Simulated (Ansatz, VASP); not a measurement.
## Al3B2P: VASP beside Ansatz

```xyz
6
Lattice="4.2758 0.0000 0.0000 -2.1379 3.7030 0.0000 0.0000 0.0000 6.1978" Properties=species:S:1:pos:R:3 pbc="T T T"
Al    2.1379    0.0000    0.0000
Al   -1.0690    1.8515    0.0000
Al    1.0690    1.8515    0.0000
B     0.0000    0.0000    2.1764
B     0.0000    0.0000    4.0214
P     0.0000    0.0000    0.0000
```

Alike in both runs: task relaxation of cell and atoms; functional PBE; k mesh 6 × 6 × 4; occupations gaussian, width 0.1 eV; no spin polarisation.

|  | VASP | Ansatz |
| --- | --- | --- |
| version | VASP 6.6.1 | Ansatz 0.2.0 |
| potentials or method | VASP PAW PBE potentials, release 64 (Al, B, P) | scalar-relativistic, plane waves, PAW |
| plane-wave cutoff (eV) | 600 | 420 |
| valence electrons in the cell | 20 | 20 |

Ansatz gave:

| Item | Value |
| --- | --- |
| gap on the k mesh at the Fermi level, each at its own relaxed structure (eV) | none |
| relaxed volume (Å³/atom) | 21.71 |
| relaxed cell length with the largest relative difference (Å) | 5.459 |
| energy change over the relaxation (meV/atom) | -1588 |

Question: What did VASP give for the same quantities?

Answer: gap on the k mesh at the Fermi level, each at its own relaxed structure (eV): none; relaxed volume (Å³/atom): 21.79; relaxed cell length with the largest relative difference (Å): 5.470; energy change over the relaxation (meV/atom): -1587.

A gap of «none» marks a metal or a gap that the smearing closes.

Caveats: the volume moved by over 15 % at a fixed basis, so the end points are rough (VASP).
